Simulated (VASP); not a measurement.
Computed with PBE GGA, VASP's PBE PAW potentials (set 64) (plane waves; VASP).

A VASP calculation is set up with these files.

INCAR:
```
SYSTEM = CuAu
PREC = Accurate
ENCUT = 500
EDIFF = 1E-6
NELM = 100
ALGO = Normal
LREAL = .FALSE.
LASPH = .TRUE.
ISMEAR = 1
SIGMA = 0.1
GGA = PE
LMAXMIX = 6
LWAVE = .FALSE.
LCHARG = .FALSE.
IBRION = 2
ISIF = 3
NSW = 40
EDIFFG = -0.02
PSTRESS = 200
```

### POSCAR
```
CuAu
1
    2.7431017028     0.0000000000     0.0000000000
    0.0000000000     2.7431017028     0.0000000000
    0.0000000000    -0.0000000000     3.5835001160
Cu Au
1 1
Direct
  0.0000000000   0.0000000000   0.0000000000
  0.5000000000   0.5000000000   0.5000000000
```

**KPOINTS**
```
Regular mesh
0
G
  13 13 10
```

POTCAR, in this order: Cu Au (PBE.64 set). Program: vasp_std.

What will the output report for the number of irreducible k-points (NKPTS), largest plane-wave count, number of space-group operations, FFT grid (NGX, NGY, NGZ)?

```json
{
 "number of irreducible k-points (NKPTS)": "168",
 "largest_plane_wave_count": "698",
 "number_of_space_group_operations": "16",
 "FFT grid (NGX, NGY, NGZ)": "20 × 20 × 28"
}
```

The compound is CuAu in the L1_0 structure. It was relaxed first under an external pressure of 20 GPa.
